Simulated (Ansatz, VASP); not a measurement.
# MoSeS in two plane-wave programs, part 3 of 3

One calculation is typed for both programs; each brings its own data sets. How far apart do they land? The cell is taken from a series of runs on this material, whose earlier steps may have relaxed, scaled, displaced or heated it; both programs get it as it stands.

VASP 6.6.1 and Ansatz 0.2.0.

So far: The structure; Ansatz: zone-centre phonons, PBEsol, pair 1; VASP: zone-centre phonons, PBEsol, pair 1; Differences.

**5. VASP: zone-centre phonons, PBEsol, pair 2**

Level of this step: PBEsol, no spin polarisation; plane waves and PAW (Mo_sv, S, Se) (VASP).

Second derivatives magnify differences that forces hide, and they need a tight electronic threshold.

Contents of INCAR:

```
SYSTEM = MoSeS
PREC = Accurate
ENCUT = 500
EDIFF = 1E-08
NELM = 120
ISMEAR = 0
SIGMA = 0.01
LREAL = .FALSE.
ALGO = Normal
GGA = PS
NBANDS = 19
LASPH = .TRUE.
LORBIT = 11
LWAVE = .FALSE.
LCHARG = .FALSE.
ISIF = 2
IBRION = 8
GGA_COMPAT = .FALSE.
EFERMI = MIDGAP
NELMDL = -8
KPAR = 2
```

Contents of POSCAR:

```
MoSeS
1.0
    3.1710771062      0.0000000000      0.0000000000
   -1.5855385531      2.7739730620      0.0000000000
    0.0000000000      0.0000000000     30.4000000000
Mo S Se
1 1 1
Direct
    0.3337618083      0.6675236167      0.3297507535
    0.6664272492      0.3328544985      0.3800811255
    0.6664776090      0.3329552181      0.2737207526
```

Contents of KPOINTS:

```
Automatic mesh
0
Gamma
12 12 1
0 0 0
```

PAW data sets: Mo_sv, S and Se (PBE family, release 64).

Started as:

```bash
> mpirun -np 2 vasp_std
```

Numbers of over 12 decimals in the logs are rounded to 6 here.

The log of the run:

```text
[banner, memory and clock lines left out]
running    2 mpi-ranks, on    1 nodes
[...]
[... a notice as in an earlier step ...]

 LDA part: xc-table for (Slater+PW92), standard interpolation
 POSCAR, INCAR and KPOINTS ok, starting setup
[...]
entering main loop
       N       E                     dE             d eps       ncg     rms          rms(c)
DAV:   1     0.147001169145E+03    0.14700E+03   -0.12653E+04  2314   0.995E+02
DAV:   2    -0.115702064015E+02   -0.15857E+03   -0.15531E+03  2378   0.211E+02
DAV:   3    -0.236046853761E+02   -0.12034E+02   -0.11982E+02  2259   0.544E+01
DAV:   4    -0.237475527816E+02   -0.14287E+00   -0.14254E+00  2155   0.655E+00
[...]
DAV:  29    -0.224786325897E+02   -0.62559E-07    0.54953E-10  1272   0.795E-05    0.150E-05
DAV:  30    -0.224786326124E+02   -0.22683E-07    0.67706E-10  1159   0.390E-05    0.116E-05
DAV:  31    -0.224786326160E+02   -0.36707E-08    0.80475E-10  1150   0.163E-05
   1 F= -.22478633E+02 E0= -.22478633E+02  d E =0.000000E+00
[...]
RMM:   9    -0.679938227533E-01    0.13503E-06   -0.62682E-09  3046   0.124E-04    0.324E-05
RMM:  10    -0.679937735576E-01    0.49196E-07    0.56133E-09  3136   0.380E-05    0.132E-05
RMM:  11    -0.679937663080E-01    0.72496E-08    0.80119E-10  2944   0.189E-05    0.369E-06
 first order change of Fermi-energy   0.30669E+00
 force on displaced ion       3 direction 2 :  -0.000  -8.758  -0.123
 Linear response progress:
  Degree of freedom:   9/  9
       N       E                     dE             d eps       ncg     rms          rms(c)
RMM:   1    -0.142421296410E+00   -0.14242E+00   -0.87563E-03  4141   0.139E+00
RMM:   2    -0.133062340030E+00    0.93590E-02   -0.76122E-03  2744   0.393E-01    0.263E-01
RMM:   3    -0.132999320750E+00    0.63019E-04   -0.89643E-04  2638   0.134E-01    0.216E-01
RMM:   4    -0.133106385645E+00   -0.10706E-03   -0.36464E-04  2566   0.110E-01    0.539E-02
[...]
RMM:  14    -0.133080161987E+00   -0.67133E-07   -0.89256E-08  3053   0.135E-04    0.181E-05
RMM:  15    -0.133080183597E+00   -0.21610E-07   -0.86387E-08  3118   0.912E-05    0.125E-05
RMM:  16    -0.133080191689E+00   -0.80922E-08   -0.33458E-08  3038   0.563E-05    0.723E-06
 first order change of Fermi-energy   0.65420E+00
 force on displaced ion       3 direction 3 :   0.000  -0.125 -15.908
 Linear response finished
```

OUTCAR, selected parts (step 5):

```text
  Total        0.8018911      0.2135784      0.0732058      0.0000000      0.0009959      0.0000000
  in kB        4.8044463      1.2796323      0.4386050      0.0000000      0.0059667      0.0000000
  external PRESSURE =       2.1742278 kB  Pullay stress =       0.0000000 kB

 POSITION                                       TOTAL-FORCE (eV/Angst)
 -----------------------------------------------------------------------------------
     -0.00000      1.85169     10.02442         0.000000      0.000388      0.046399
      1.58554      0.92333     11.55447        -0.000000      0.000090      0.003364
      1.58554      0.92361      8.32111        -0.000000     -0.000478     -0.049763
 -----------------------------------------------------------------------------------
    total drift:                                0.000000      0.000162     -0.000021

[... 1 part as in an earlier step ...]

[... 1 further part left out ...]
```

**6. Ansatz: zone-centre phonons, PBEsol, pair 2**

The same cell, functional and mesh now go to Ansatz, which takes its cutoff from its data sets.

The cell is taken from a series of runs on this material, whose earlier steps may have relaxed, scaled, displaced or heated it; both programs get it as it stands.

Contents of input.yaml:

```yaml
crystal:
  lattice:
    - [3.1710771062, 0.0, 0.0]
    - [-1.5855385531, 2.773973062, 0.0]
    - [0.0, 0.0, 30.4]
  atoms:
    - { symbol: Mo, position: [0.3337618083, 0.6675236167, 0.3297507535] }
    - { symbol: S, position: [0.6664272492, 0.3328544985, 0.3800811255] }
    - { symbol: Se, position: [0.6664776091, 0.3329552181, 0.2737207526] }
  periodic: [true, true, false]
kpoints:
  mp_grid: { grid: [12, 12, 1] }
hamiltonian:
  xc: pbesol
  pseudopotentials: { kind: paw, azcp: { folder: soft_1 }, xc_functional: pbe }
scf:
  occupations: { method: fixed }
output:
  eigenvalues: true
phonons:
  method: dfpt
```

Started as:

```bash
> ansatz run input.yaml --threads 4 --pin off --max-ram 16384MiB --backend cpu --events-out ev --progress --plain --runs-dir out
```

The log of the run:

```text
[...]
Crystal: 3 atoms, lattice volume = 267.413 Å³
Basis set: ecut = 420 eV, 5261 PW (Γ), exchange–correlation on 48×48×432 points (8 copies of the dense FFT grid, shifted against one another)
Bands: 22, of which v1, the nominal top of the filled ones, is band 18 counted from 1 (17 counted from 0)
Symmetry: 2 space group operations
k-points: 43 of 144 (time reversal used)
[...]
k-point 2: bands = [... 14 lower, -7.8098, -7.1102, -6.8254, -5.9962, -3.4969, -2.9709, -2.7886, -2.0532]
  k-point 42: bands = [... 14 lower, -8.9573, -8.5638, -7.3162, -6.1183, -3.5922, -2.8142, -2.6310, -1.0986]
[...]
ASR residual: 1.384e-4 → 0.000e0 eV/Å²; symmetrization residual: 1.330e-5 eV/Å²
  ASR residual per site (eV/Å²): 1.38e-4 9.50e-5 2.20e-5
  Γ frequencies (cm⁻¹): 0.00 0.00 0.00 207.13 208.03 291.36 355.61 357.77 444.08
[...]
[key lines of the parts left out:]
SCF converged after 14 iterations
Free energy (F): -11209.081303 eV
Fermi energy:    -5.659005 eV
```

**7. Differences**

What differs besides the data sets and the points named for the pairs above, as far as they apply: the data sets hold 36 valence electrons in Ansatz (on its PAW soft_1 files) and 26 in VASP. Total energies have different zeros and are not compared.

Compared:

```tsv
quantity	Ansatz	VASP	difference
optical mode 1 (cm⁻¹)	207.1	207.6	-0.22 %
optical mode 2 (cm⁻¹)	208.0	208.5	-0.22 %
optical mode 3 (cm⁻¹)	291.4	292.6	-0.41 %
optical mode 4 (cm⁻¹)	355.6	355.4	+0.06 %
optical mode 5 (cm⁻¹)	357.8	357.6	+0.05 %
optical mode 6 (cm⁻¹)	444.1	444.1	-0.01 %
```

Modes are paired by rising frequency, not by their patterns, so a pair may set unlike modes beside each other; they are those without the splitting of longitudinal modes. Where the cell holds vacuum, a pressure given here is an average over it and none of the material.

**8. Outcome**

```yaml
r_m_s_difference_of_the_optical_zone_centre_modes_each_program_s_sorted_by_frequency_zone_centre_phonons_pbesol_pair_1: 0.55 cm⁻¹
r_m_s_difference_of_the_optical_zone_centre_modes_each_program_s_sorted_by_frequency_zone_centre_phonons_pbesol_pair_2: 0.57 cm⁻¹
```

In words: The r.m.s. difference of the optical zone-centre modes, each program's sorted by frequency is 0.55 cm⁻¹ (zone-centre phonons, PBEsol, pair 1). The data sets hold unlike numbers of valence electrons (36 in Ansatz and 26 in VASP), so part of the differences may come from the potentials. How closely two codes agree says nothing of how well the functional describes the real material.

[Lines on the potential files, build, host, timing and source positions are cut from VASP's logs without a mark.]

[Logs are printed without paths, hosts, clocks, repeated set-up lines and the standing remarks that a program may print on its own settings, such as how far it seeks lower states.]

[Hosts, paths, dates, database ids (printed as entryN), source tags and the programs' standing remarks are cut or masked in the printed files.]
